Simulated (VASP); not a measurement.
# A VASP study of Bi2Pd3Se2 (optB86b-vdW): structure first, properties next, part 4 of 6

Aim: relax Bi2Pd3Se2 with optB86b-vdW, compute its properties on that cell and hold them against experiment. The start is a computed cell from the Materials Project.

VASP 6.6.1; optB86b-vdW; plane waves and PAW (Bi_d, Pd, Se).

Still holding for the runs below: The k-mesh is coarse for a metal.

So far. Step 3 (Second relaxation): It ends with a largest force of 0.010 eV/Å and a pressure of -0.02 GPa. The volume moved by under 0.01 %: the run met its threshold at the first step. Step 4 (Single point with fields (optB86b-vdW)): In this run the pressure is -0.02 GPa, small enough to go on; single stress components reach 0.04 GPa.

## Step 5: Bands along the symmetry lines (optB86b-vdW)

Levels along the symmetry lines show where the bands peak and cross; KPOINTS_OPT computes them in the converged potential.

Contents of INCAR:

```
SYSTEM = Bi2Pd3Se2
PREC = Accurate
ENCUT = 400
EDIFF = 1E-06
NELM = 100
ISMEAR = 0
SIGMA = 0.05
LREAL = .FALSE.
ALGO = Normal
GGA = MK
AGGAC = 0
LUSE_VDW = .TRUE.
PARAM1 = 0.1234
PARAM2 = 1
LASPH = .TRUE.
NBANDS = 107
LORBIT = 11
LWAVE = .FALSE.
LCHARG = .FALSE.
KPAR = 2
NCORE = 4
```

Contents of POSCAR:

```
Bi2Pd3Se2
1.0
    5.9218785065     -4.2368368743     -0.0243505829
    5.9218785065      4.2368368743     -0.0243505829
   -5.8586169480      0.0000000000      6.0838125213
Bi Pd Se
4 6 4
Direct
    0.2531546568      0.2531546568      0.2635928895
    0.7468453432      0.7468453432      0.7364071105
    0.2178481479      0.2178481479      0.7005106131
    0.7821518521      0.7821518521      0.2994893869
    0.5000000000      0.0000000000      0.5000000000
    0.0000000000      0.5000000000      0.5000000000
    0.0262395869      0.0262395869      0.8043555069
    0.9737604131      0.9737604131      0.1956444931
    0.2736250490      0.7263749510      0.5000000000
    0.7263749510      0.2736250490      0.5000000000
    0.3282845006      0.7445173502      0.8277055258
    0.7445173502      0.3282845006      0.8277055258
    0.6717154994      0.2554826498      0.1722944742
    0.2554826498      0.6717154994      0.1722944742
```

Contents of KPOINTS:

```
Automatic mesh
0
Gamma
3 3 3
0 0 0
```

Contents of KPOINTS_OPT:

```
Line mode
12
Line-mode
Reciprocal
  0.00000000  -0.50000000   0.50000000 X
  0.00000000   0.00000000   0.00000000 GAMMA

  0.00000000   0.00000000   0.00000000 GAMMA
 -0.50000000   0.00000000   0.00000000 Y

 -0.50000000  -0.50000000   0.50000000 L
  0.00000000   0.00000000   0.00000000 GAMMA

  0.00000000   0.00000000   0.00000000 GAMMA
  0.50000000   0.00000000  -0.50000000 Z

  0.50000000  -0.50000000   0.00000000 N
  0.00000000   0.00000000   0.00000000 GAMMA

  0.00000000   0.00000000   0.00000000 GAMMA
  0.00000000   0.00000000  -0.50000000 M

  0.00000000  -0.50000000   0.00000000 R
  0.00000000   0.00000000   0.00000000 GAMMA
```

PAW data sets: Bi_d, Pd and Se (PBE family, release 64).

Launch:

```console
$ mpirun -np 8 vasp_std
```

The log of the run:

```text
[... set-up lines as in an earlier step ...]
 entering main loop
       N       E                     dE             d eps       ncg     rms          rms(c)
DAV:   1     0.137839132314E+04    0.13784E+04   -0.56183E+04  2156   0.123E+03
DAV:   2     0.136916881200E+03   -0.12415E+04   -0.11671E+04  2156   0.346E+02
DAV:   3    -0.224413318128E+02   -0.15936E+03   -0.14901E+03  2386   0.137E+02
DAV:   4    -0.309720353497E+02   -0.85307E+01   -0.83996E+01  2456   0.329E+01
DAV:   5    -0.313210995811E+02   -0.34906E+00   -0.34886E+00  2904   0.643E+00    0.168E+01
DAV:   6    -0.302819379369E+02    0.10392E+01   -0.21090E+00  2456   0.731E+00    0.922E+00
DAV:   7    -0.301099574051E+02    0.17198E+00   -0.80453E-01  2432   0.467E+00    0.461E+00
DAV:   8    -0.300189361763E+02    0.91021E-01   -0.31941E-01  2432   0.244E+00    0.926E-01
DAV:   9    -0.300167477854E+02    0.21884E-02   -0.20356E-02  2560   0.676E-01    0.338E-01
DAV:  10    -0.300167197017E+02    0.28084E-04   -0.50113E-03  2432   0.416E-01    0.203E-01
DAV:  11    -0.300165807617E+02    0.13894E-03   -0.96048E-04  2472   0.216E-01    0.845E-02
DAV:  12    -0.300165887726E+02   -0.80109E-05   -0.15153E-04  2632   0.555E-02    0.387E-02
DAV:  13    -0.300166021099E+02   -0.13337E-04   -0.39658E-05  2296   0.301E-02    0.116E-02
DAV:  14    -0.300166010209E+02    0.10890E-05   -0.76952E-06  2336   0.172E-02    0.532E-03
DAV:  15    -0.300166003687E+02    0.65222E-06   -0.14297E-06  1376   0.678E-03
   1 F= -.30016600E+02 E0= -.30014624E+02  d E =-.395325E-02
 Start KPOINTS_OPT (optional k-point list driver)
k-point batch [1-10\84]
       N       E                     dE             ncg
DAV:   1     0.108456685110E+05   -0.18822E+04     2148
DAV:   2    -0.154337037739E+04   -0.12389E+05     2156
DAV:   3    -0.314265489273E+04   -0.15993E+04     2386
DAV:   4    -0.322848047994E+04   -0.85826E+02     2448
DAV:   5    -0.323199121422E+04   -0.35107E+01     2856
DAV:   6    -0.323208742338E+04   -0.96209E-01     2944
DAV:   7    -0.323208897079E+04   -0.15474E-02     2952
DAV:   8    -0.323208900972E+04   -0.38924E-04     2968
DAV:   9    -0.323208901015E+04   -0.43531E-06     1648
[...]
k-point batch [81-84\84]
       N       E                     dE             ncg
DAV:   1     0.121724463411E+05    0.28906E+04      856
DAV:   2     0.722914537334E+04   -0.49433E+04      856
DAV:   3     0.657776061585E+04   -0.65138E+03      945
DAV:   4     0.654020913378E+04   -0.37551E+02      960
DAV:   5     0.653870444689E+04   -0.15047E+01     1136
DAV:   6     0.653865830938E+04   -0.46138E-01     1168
DAV:   7     0.653865729832E+04   -0.10111E-02     1184
DAV:   8     0.653865728066E+04   -0.17668E-04     1200
DAV:   9     0.653865728038E+04   -0.27627E-06      672
```

Wall time 3.5 min (8 MPI ranks of Intel Xeon 6975P-C (Granite Rapids), shared host); peak memory 3.5 GiB; 28 min of CPU time.

From OUTCAR (step 5):

```text
   k-points           NKPTS =     10   k-points in BZ     NKDIM =     10   number of bands    NBANDS=    107

   NELECT =     144.0000    total number of electrons

 E-fermi :   7.5557

 k-point     2 :       0.3333    0.0000   -0.0000
  band No.  band energies     occupation
    ...
     68       6.3856      2.00000
     69       6.4944      2.00000
     70       6.8340      2.00000
     71       6.9687      2.00000
     72       7.3768      2.00000
     73       7.7064      0.00002
     74       8.0706      0.00000
     75       8.5325      0.00000
     76       8.7169      0.00000
     77       8.8454      0.00000
    ...

Total vdW correction in eV:     25.6584040

  Total        0.0170563     -0.0640853     -0.0646678      0.0000000      0.0000000      0.0338181
  in kB        0.0898694     -0.3376642     -0.3407333      0.0000000      0.0000000      0.1781872
  external PRESSURE =      -0.1961760 kB  Pullay stress =       0.0000000 kB

 POSITION                                       TOTAL-FORCE (eV/Angst)
 -----------------------------------------------------------------------------------
      1.45401      0.00000      1.59132        -0.007537     -0.000000     -0.002326
      4.53113      0.00000      4.44379         0.007537     -0.000000      0.002326
     -1.52388      0.00000      4.25117         0.002844     -0.000000      0.003997
      7.50902      0.00000      1.78395        -0.002844     -0.000000     -0.003997
      0.03163     -2.11842      3.02973        -0.000000     -0.000000      0.000000
      0.03163      2.11842      3.02973        -0.000000     -0.000000      0.000000
     -4.40164      0.00000      4.89227         0.003042     -0.000000     -0.001587
     10.38678      0.00000      1.14284        -0.003042     -0.000000      0.001587
      2.99257      1.91823      3.01756        -0.000000     -0.006795      0.000000
      2.99257     -1.91823      3.01756        -0.000000      0.006795      0.000000
      1.50379      1.76351      5.00948         0.007918     -0.002180      0.004961
      1.50379     -1.76351      5.00948         0.007918      0.002180      0.004961
      4.48135     -1.76351      1.02563        -0.007918      0.002180     -0.004961
      4.48135      1.76351      1.02563        -0.007918     -0.002180     -0.004961
 -----------------------------------------------------------------------------------
    total drift:                                0.000000      0.000000     -0.000000

  FREE ENERGIE OF THE ION-ELECTRON SYSTEM (eV)
  ---------------------------------------------------
  free  energy   TOTEN  =       -30.0166003687 eV

  energy  without entropy=      -30.0126471223  energy(sigma->0) =      -30.01462375

Total vdW correction in eV:     25.6584082

[... 8 parts as in an earlier step ...]

[... 8 further parts left out ...]
```

Spin-orbit coupling is off here; it can split and shift levels that hold much weight on Bi and Pd by tenths of an eV or more.

This step gave:

```yaml
bands: 107
pressure: -0.01962 GPa
```

The electronic bands at the labelled points (eV, zero at the Fermi level; # counts the bands kept in this run):

| point | #40 | #41 | #42 | #43 | #44 | #45 | #46 | #47 |
| --- | --- | --- | --- | --- | --- | --- | --- | --- |
| X | -1.35 | -1.27 | -0.84 | -0.56 | -0.50 | -0.15 | -0.09 | 0.70 |
| 0.55 of the way | -1.18 | -1.12 | -0.66 | -0.15 | 0.27 | 0.47 | 0.92 | 1.05 |
| Γ | -1.00 | -0.96 | -0.33 | 0.75 | 0.95 | 1.01 | 1.14 | 1.22 |
| 0.55 of the way | -1.14 | -1.01 | -0.66 | -0.38 | 0.04 | 0.41 | 0.72 | 1.04 |
| Y | -1.32 | -0.98 | -0.84 | -0.61 | -0.50 | -0.27 | 0.14 | 0.95 |
| jump to L | -1.40 | -1.18 | -1.07 | -0.84 | 0.14 | 0.16 | 0.39 | 0.51 |
| 0.45 of the way | -1.38 | -0.93 | -0.60 | -0.21 | 0.08 | 0.63 | 0.76 | 1.01 |
| Γ | -1.00 | -0.96 | -0.33 | 0.75 | 0.95 | 1.01 | 1.14 | 1.22 |
| 0.45 of the way | -1.18 | -1.12 | -0.66 | -0.15 | 0.27 | 0.47 | 0.92 | 1.05 |
| Z | -1.35 | -1.27 | -0.84 | -0.56 | -0.50 | -0.15 | -0.09 | 0.70 |
| jump to N | -1.39 | -1.36 | -1.21 | -1.01 | -0.85 | -0.59 | 0.30 | 0.40 |
| 0.45 of the way | -1.25 | -1.25 | -0.99 | -0.88 | -0.75 | 0.16 | 0.58 | 0.72 |
| Γ | -1.00 | -0.96 | -0.33 | 0.75 | 0.95 | 1.01 | 1.14 | 1.22 |
| 0.55 of the way | -1.27 | -0.88 | -0.50 | -0.48 | -0.15 | 0.42 | 0.59 | 0.98 |
| M | -1.15 | -1.11 | -0.75 | -0.69 | -0.58 | -0.18 | 0.21 | 0.84 |
| jump to R | -1.32 | -0.98 | -0.84 | -0.61 | -0.50 | -0.27 | 0.14 | 0.95 |
| 0.45 of the way | -1.14 | -1.01 | -0.66 | -0.38 | 0.04 | 0.41 | 0.72 | 1.04 |
| Γ | -1.00 | -0.96 | -0.33 | 0.75 | 0.95 | 1.01 | 1.14 | 1.22 |

Of the projections kept (Bi, Pd, Se), the largest for each band there, as a share of the weight inside these atoms' spheres; weight between the spheres isn't counted:

| point | #40 | #41 | #42 | #43 | #44 | #45 | #46 | #47 |
| --- | --- | --- | --- | --- | --- | --- | --- | --- |
| X | Pd 0.74 | Pd 0.75 | Pd 0.70 | Pd 0.68 | Pd 0.65 | Bi 0.40 | Pd 0.57 | Pd 0.51 |
| Γ | Se 0.54 | Pd 0.52 | Pd 0.54 | Bi 0.49 | Bi 0.45 | Pd 0.43 | Pd 0.44 | Bi 0.53 |
| Y | Pd 0.72 | Pd 0.62 | Pd 0.65 | Pd 0.67 | Pd 0.62 | Pd 0.46 | Pd 0.50 | Bi 0.35 |
| L | Pd 0.54 | Pd 0.65 | Pd 0.72 | Pd 0.53 | Pd 0.60 | Pd 0.70 | Pd 0.47 | Bi 0.44 |
| Γ | Se 0.54 | Pd 0.52 | Pd 0.54 | Bi 0.49 | Bi 0.45 | Pd 0.43 | Pd 0.44 | Bi 0.53 |
| Z | Pd 0.74 | Pd 0.75 | Pd 0.70 | Pd 0.68 | Pd 0.65 | Bi 0.40 | Pd 0.57 | Pd 0.51 |

There is no gap at this level.

(Part 4 of 6 ends here.)

[Lines on the potential files, build, host, timing and source positions are cut from VASP's logs without a mark.]

[Logs are printed without paths, hosts, clocks, repeated set-up lines and the standing remarks that a program may print on its own settings, such as how far it seeks lower states.]

[Hosts, paths, dates, database ids (printed as entryN), source tags and the programs' standing remarks are cut or masked in the printed files.]

[A measured line is paired with the nearest computed mode of its activity, which favours agreement.]

[In band tables of VASP the shares of atoms and orbitals are scaled to a sum of 1 inside the atoms' spheres.]
